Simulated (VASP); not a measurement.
Computed with PBE GGA, VASP's PBE PAW potentials (set 64) (plane waves; VASP).

A VASP calculation is set up with these files.

### POSCAR
```
HfB2
1
    1.5700000000    -2.7193200000     0.0000000000
    1.5700000000     2.7193200000     0.0000000000
    0.0000000000     0.0000000000     3.4800000000
Hf B
1 2
Direct
  0.0290230857   0.0474100353   0.0000000000
  0.3333330000   0.6666670000   0.5000000000
  0.6666670000   0.3333330000   0.5000000000
```

### INCAR
```
ALGO=Normal
EDIFF=1E-6
EDIFFG=-0.01
ENCUT=520
GGA=PE
IBRION=2
ISIF=2
ISMEAR=1
LASPH=.TRUE.
LCHARG=.FALSE.
LMAXMIX=6
LREAL=.FALSE.
LWAVE=.FALSE.
NELM=100
NSW=40
PREC=Accurate
SIGMA=0.1
SYSTEM=HfB2
```

### KPOINTS
```
Automatic mesh
0
Gamma
9 9 7
0 0 0
```

POTCAR, in this order: Hf_pv B (PBE.64 set). Program: vasp_std.

Unless said otherwise, spin-orbit coupling is left out, though it shifts the bands of the heavy elements here.

### Question
What does the run give for the energy per atom (σ→0), band gap (on the k-mesh)?

### Answer

- energy per atom (σ→0) = -8.796 eV/atom
- band gap (on the k-mesh) = none (metal, semimetal or under 0.01 eV)

**OSZICAR**
```
...
DAV:   4    -0.263881063607E+02   -0.69045E-06   -0.92238E-06  4720   0.188E-02
   4 F= -.26388106E+02 E0= -.26388110E+02  d E =-.352582E-03
       N       E                     dE             d eps       ncg     rms          rms(c)
DAV:   1    -0.263881448674E+02   -0.39197E-04   -0.24448E-03  4084   0.371E-01    0.189E-02
DAV:   2    -0.263881417142E+02    0.31532E-05   -0.32762E-05  4988   0.486E-02    0.103E-02
DAV:   3    -0.263881396479E+02    0.20664E-05   -0.44158E-06  4632   0.146E-02    0.272E-03
DAV:   4    -0.263881396805E+02   -0.32618E-07   -0.45392E-07  2520   0.426E-03
   5 F= -.26388140E+02 E0= -.26388144E+02  d E =-.385902E-03
```

The compound is HfB2 in the AlB2 type structure. In the starting cell atoms are displaced from their ideal sites. This run relaxes the ions in a fixed cell. Symmetry was kept, so distortions that lower it aren't found.
